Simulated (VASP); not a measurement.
Write the native input for VASP 6.6.1 that does the following.

```yaml
Task: relaxation of cell and atoms
Functional: LDA
Potentials_or_basis: VASP PAW LDA potentials, release 64 (Ta_pv)
Cutoff: 600 eV
k_mesh: 18 × 18 × 18
Occupations: gaussian, width 0.1 eV
Spin: no spin polarisation
Further_INCAR_settings: ALGO = Normal; EDIFF = 1e-07; IBRION = 2; EDIFFG = -0.005; NSW = 90; ISIF = 3
```

The structure of Ta lies in POSCAR:

```
Ta
1.0
    0.0000000000      2.0800838200      2.0800838200
    2.0800838200      0.0000000000      2.0800838200
    2.0800838200      2.0800838200      0.0000000000
Ta
1
Direct
    0.0000000000      0.0000000000      0.0000000000
```

This isn't the form of Ta at room conditions, which is bcc.

One way to write it, as run:

INCAR

```
ALGO = Normal ; EDIFF = 1E-7
EDIFFG = -0.005 ; ENCUT = 600
GGA = CA ; IBRION = 2
ISIF = 3 ; ISMEAR = 0
LASPH = T ; LCHARG = F
LREAL = F ; LWAVE = F
NELM = 60 ; NSW = 90
PREC = Accurate ; SIGMA = 0.1
```

KPOINTS

```
k-points
0
Gamma
  18 18 18
```

Potentials or basis: VASP PAW LDA potentials, release 64 (Ta_pv).

Command:

```console
$ cat potpaw_LDA.64/Ta_pv/POTCAR > POTCAR
$ mpirun -np 1 vasp_std > vasp.out
```

It gave:

```json
{"Relaxed volume": "17.81 Å³/atom", "Relaxed cell": "a = 2.931 Å, b = 2.931 Å, c = 2.931 Å, α = 60.00°, β = 60.00°, γ = 60.00°", "Space group after relaxing (to 0.05 Å)": "Fm-3m (No. 225)", "Energy gained by relaxing": "1.4 meV/atom", "Ionic steps": "3", "Pressure after relaxing": "0.0 GPa", "Band gap on the k mesh": "none (metal or under the smearing width)"}
```

It took 17 s on 1 thread of Intel(R) Xeon(R) 6975P-C (Granite Rapids), with other jobs on the host, peak memory 0.16 GiB.
